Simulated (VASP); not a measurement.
Level of theory: LDA (Ceperley-Alder, Perdew-Zunger), VASP's LDA PAW potentials (set 64) (plane waves; VASP).

The input files of a VASP run:

**INCAR**
```
# general
SYSTEM = Li2S
PREC   = Accurate
ENCUT  = 400
LREAL  = .False.
LASPH  = .True.

# electronic loop
EDIFF  = 1E-6
NELM   = 100
ALGO   = Normal

# smearing
ISMEAR = -1
SIGMA  = 0.05

# ions
ISIF   = 2

# output
LWAVE  = .False.
LCHARG = .False.
```

### KPOINTS
```
Automatic mesh
0
Gamma
7 7 7
0 0 0
```

**POSCAR**
```
Li2S
4.0458640
  0.0000000000   0.7071068133   0.7071068133
  0.7071068133   0.0000000000   0.7071068133
  0.7071068133   0.7071068133   0.0000000000
Li S
2 1
direct
  0.2500000000   0.2500000000   0.2500000000
  0.7500000000   0.7500000000   0.7500000000
  0.0000000000   0.0000000000   0.0000000000
```

POTCAR, in this order: Li_sv S (LDA.64 set). Program: vasp_std.

At this cut-off the stress carries a Pulay error, which pulls relaxed volumes low.

Task: Predict the energy per atom (σ→0), pressure.

Result: 
```
Item                           Result
---------------------  --------------
energy per atom (σ→0)  -4.344 eV/atom
pressure                    -5.40 GPa
```

OSZICAR:
```
...
DAV:   6    -0.130664567442E+02    0.32706E+00   -0.71769E-01   420   0.369E+00    0.290E+00
DAV:   7    -0.130331598756E+02    0.33297E-01   -0.17660E-01   576   0.198E+00    0.166E+00
DAV:   8    -0.130315681950E+02    0.15917E-02   -0.19991E-02   488   0.105E+00    0.523E-01
DAV:   9    -0.130310798581E+02    0.48834E-03   -0.17888E-03   522   0.240E-01    0.238E-01
DAV:  10    -0.130311917660E+02   -0.11191E-03   -0.25328E-04   456   0.104E-01    0.624E-02
DAV:  11    -0.130311928324E+02   -0.10664E-05   -0.10295E-05   618   0.292E-02    0.264E-02
DAV:  12    -0.130311928988E+02   -0.66375E-07   -0.16574E-06   430   0.924E-03
   1 F= -.13031193E+02 E0= -.13031193E+02  d E =-.611682E-10
```

The structure is a typed Li2S crystal. The cell was not relaxed at this level. The run is one of a series of settings (GGA removed, POTCAR Li_sv S (LDA.64 set) against the base run), some of them coarse on purpose.
